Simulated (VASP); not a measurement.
These are PBEsol GGA, VASP's PBE PAW potentials (set 64) (plane waves; VASP) values and carry that method's errors.

VASP input:

INCAR:
```
# general
SYSTEM   =  Sr(211) slab
PREC     =  Normal
ENCUT    =  400
LREAL    =  .FALSE.   # projection in real space or not
LASPH    =  .TRUE.

# electronic loop
EDIFF    =  1E-5
NELM     =  100
NELMIN   =  4
ALGO     =  Normal   # blocked Davidson
LMAXMIX  =  4   # l cut-off of mixed one-centre charges

# smearing
ISMEAR   =  1   # Methfessel-Paxton
SIGMA    =  0.1

# functional
GGA      =  PS   # PBEsol

# ions
IBRION   =  2   # conjugate gradients
NSW      =  50   # most ionic steps
ISIF     =  2
EDIFFG   =  -0.03

# output
LWAVE    =  .TRUE.
LCHARG   =  .FALSE.

# other
LDIPOL   =  .TRUE.
IDIPOL   =  3
DIPOL    =  0.5 0.5 0.5
```

### KPOINTS
```
Automatic mesh
0
Gamma
3 7 1
0 0 0
```

**POSCAR**
```
Sr(211) slab
1.0
 10.2391840452   0.0000000000   0.0000000000
  0.0000000000   4.1801291232   0.0000000000
  0.0000000000   0.0000000000  24.2381234550
Sr
8
Direct
  0.8333330000   0.2500000000   0.3257520000
  0.1666670000   0.7500000000   0.3755370000
  0.5000000000   0.2500000000   0.4253220000
  0.8333330000   0.7500000000   0.4751070000
  0.1666670000   0.2500000000   0.5248930000
  0.5000000000   0.7500000000   0.5746780000
  0.8333330000   0.2500000000   0.6244630000
  0.1666670000   0.7500000000   0.6742480000
```

POTCAR, in this order: Sr_sv (PBE.64 set). Program: vasp_std.

Question: What will the output report for the number of irreducible k-points (NKPTS), largest plane-wave count, number of space-group operations, FFT grid (NGX, NGY, NGZ)?

Answer: 
```
Quantity                                        Value
--------------------------------------  -------------
number of irreducible k-points (NKPTS)              8
largest plane-wave count                        18898
number of space-group operations                    4
FFT grid (NGX, NGY, NGZ)                50 × 20 × 120
```

The cell is a thin slab with vacuum, built from Sr (fcc): (211) face.
